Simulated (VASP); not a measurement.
Output of a VASP run:

**OSZICAR**
```
       N       E                     dE             d eps       ncg     rms          rms(c)
DAV:   1    -0.967936583380E+01   -0.96794E+01   -0.73849E+03   670   0.129E+03
DAV:   2    -0.112046348660E+03   -0.10237E+03   -0.96238E+02   670   0.334E+02
DAV:   3    -0.117265653201E+03   -0.52193E+01   -0.51997E+01   740   0.784E+01
DAV:   4    -0.117316761914E+03   -0.51109E-01   -0.51104E-01   677   0.849E+00
DAV:   5    -0.119751849567E+02    0.10534E+03   -0.66465E-01   698   0.172E+01    0.576E+00
DAV:   6    -0.107889894803E+02    0.11862E+01   -0.35914E+00   734   0.178E+01    0.182E+00
DAV:   7    -0.108895580330E+02   -0.10057E+00   -0.40543E-01   677   0.720E+00    0.177E+00
DAV:   8    -0.108736646878E+02    0.15893E-01   -0.17978E-02   710   0.192E+00    0.945E-01
DAV:   9    -0.108695951247E+02    0.40696E-02   -0.16769E-02   677   0.138E+00    0.406E-01
DAV:  10    -0.108694816820E+02    0.11344E-03   -0.10667E-03   674   0.805E-01    0.230E-01
DAV:  11    -0.108694255825E+02    0.56099E-04   -0.52216E-04   677   0.618E-01    0.149E-01
DAV:  12    -0.108695566219E+02   -0.13104E-03   -0.23455E-04   668   0.341E-01    0.973E-02
DAV:  13    -0.108696550409E+02   -0.98419E-04   -0.94059E-05   680   0.177E-01    0.603E-02
DAV:  14    -0.108697110336E+02   -0.55993E-04   -0.35018E-05   674   0.108E-01    0.364E-02
DAV:  15    -0.108697404264E+02   -0.29393E-04   -0.13331E-05   686   0.741E-02    0.224E-02
DAV:  16    -0.108697552417E+02   -0.14815E-04   -0.61992E-06   668   0.482E-02    0.141E-02
DAV:  17    -0.108697625255E+02   -0.72837E-05   -0.29077E-06   683   0.304E-02    0.902E-03
DAV:  18    -0.108697660151E+02   -0.34896E-05   -0.12508E-06   674   0.192E-02    0.577E-03
DAV:  19    -0.108697676566E+02   -0.16415E-05   -0.53379E-07   683   0.122E-02    0.369E-03
DAV:  20    -0.108697684204E+02   -0.76379E-06   -0.23379E-07   665   0.787E-03
   1 F= -.10869768E+02 E0= -.10869768E+02  d E =-.386568E-12
```

### OUTCAR
```
------------------------ aborting loop because EDIFF is reached ----------------------------------------
  FORCE on cell =-STRESS in cart. coord.  units (eV):
  Direction    XX          YY          ZZ          XY          YZ          ZX
  --------------------------------------------------------------------------------------
  Total       -1.1824879     -1.1824879     -1.1824879     -0.0000000      0.0000000      0.0000000
  in kB      -74.7982245    -74.7982245    -74.7982245     -0.0000000      0.0000000      0.0000000
  external PRESSURE =     -74.7982245 kB  Pullay stress =       0.0000000 kB
  volume of cell :       25.33
      direct lattice vectors                 reciprocal lattice vectors
     0.000000000  2.330927000  2.330927000    -0.214506932  0.214506932  0.214506932
     2.330927000  0.000000000  2.330927000     0.214506932 -0.214506932  0.214506932
     2.330927000  2.330927000  0.000000000     0.214506932  0.214506932 -0.214506932
  FREE ENERGIE OF THE ION-ELECTRON SYSTEM (eV)
  ---------------------------------------------------
  free  energy   TOTEN  =       -10.8697684204 eV

  energy  without entropy=      -10.8697684204  energy(sigma->0) =      -10.86976842

  exchange ACFDT corr.  =         0.00000000  see jH, gK, PRB 81, 115126
```
(Selected blocks of OUTCAR.)

File POSCAR:
```
NaF
1
    0.0000000000     2.3309270000     2.3309270000
    2.3309270000     0.0000000000     2.3309270000
    2.3309270000     2.3309270000     0.0000000000
Na F
1 1
Direct
  0.0000000000   0.0000000000   0.0000000000
  0.5000000000   0.5000000000   0.5000000000
```

Task: Write an INCAR and KPOINTS that could have produced this output.

Result: One answer among several that fit: the input of the run itself, PBE0 hybrid, plane waves, VASP's PBE PAW potentials (set 64).

**KPOINTS**
```
Regular mesh
0
Gamma
 8 8 8
```

### INCAR
```
! general
SYSTEM   = NaF
PREC     = Accurate
ENCUT    = 400
LREAL    = .FALSE.   ! projection in real space or not
LASPH    = .TRUE.   ! aspherical one-centre terms
ISYM     = 3

! electronic loop
EDIFF    = 1E-6
NELM     = 100
ALGO     = Normal

! smearing
ISMEAR   = 0
SIGMA    = 0.05

! functional
GGA      = PE   ! PBE
LHFCALC  = .TRUE.
AEXX     = 0.25
HFRCUT   = -1
PRECFOCK = Fast

! ions
ISIF     = 2

! output
LWAVE    = .FALSE.
LCHARG   = .FALSE.
```

POTCAR, in this order: Na_pv F (PBE.64 set). Program: vasp_std.

At this cut-off the stress carries a Pulay error, which pulls relaxed volumes low.

The structure comes from a computed database's NaF entry; how it stands against other phases isn't given here. The cell was not relaxed at this level. The run is one of a series of settings (HFRCUT = -1, HFSCREEN removed against the base run), some of them coarse on purpose.
